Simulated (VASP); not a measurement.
All values below come from rev-vdW-DF2, VASP's PBE PAW potentials (set 64) (plane waves; VASP).

The input files of a VASP run:

KPOINTS:
```
Automatic mesh
0
Gamma
9 9 9
0 0 0
```

**POSCAR**
```
NiO
1
    4.0673618108     2.0299118829     2.0299118829
    2.0299118829     4.0673618108     2.0299118829
    2.0299118829     2.0299118829     4.0673618108
Ni O
2 2
Direct
  0.0000000000   0.0000000000   0.0000000000
  0.5000000000   0.5000000000   0.5000000000
  0.2500000000   0.2500000000   0.2500000000
  0.7500000000   0.7500000000   0.7500000000
```

INCAR:
```
EDIFF = 1E-7
ENCUT = 520
LUSE_VDW = .True.
LCHARG = .False.
LWAVE = .False.
LREAL = .False.
ISIF = 4   # ions and shape, fixed volume
SYSTEM = NiO
MAGMOM = 1.3 -1.3 2*0.0
ALGO = Normal   # blocked Davidson
ZAB_VDW = -1.8867
PREC = Accurate
SIGMA = 0.05
NSW = 30   # most ionic steps
ISPIN = 2
PARAM2 = 0.7114
LMAXMIX = 4   # l cut-off of mixed one-centre charges
LORBIT = 10
AGGAC = 0.0
ISMEAR = 0   # Gaussian
EDIFFG = -0.01
GGA = MK
PARAM1 = 0.1234568
NELM = 100
LASPH = .True.   # aspherical one-centre terms
IBRION = 2
```

POTCAR, in this order: Ni O (PBE.64 set). Program: vasp_std.

Q: What will the output report for the number of irreducible k-points (NKPTS), largest plane-wave count, number of space-group operations, FFT grid (NGX, NGY, NGZ)?

A: 
| Property | Value |
|---|---|
| number of irreducible k-points (NKPTS) | 85 |
| largest plane-wave count | 924 |
| number of space-group operations | 12 |
| FFT grid (NGX, NGY, NGZ) | 40 × 40 × 40 |

The compound is NiO in the rock salt, AFM-II order structure. This cell is one point of a volume scan, at 0.94 of the reference volume. Symmetry was kept, so distortions that lower it aren't found.
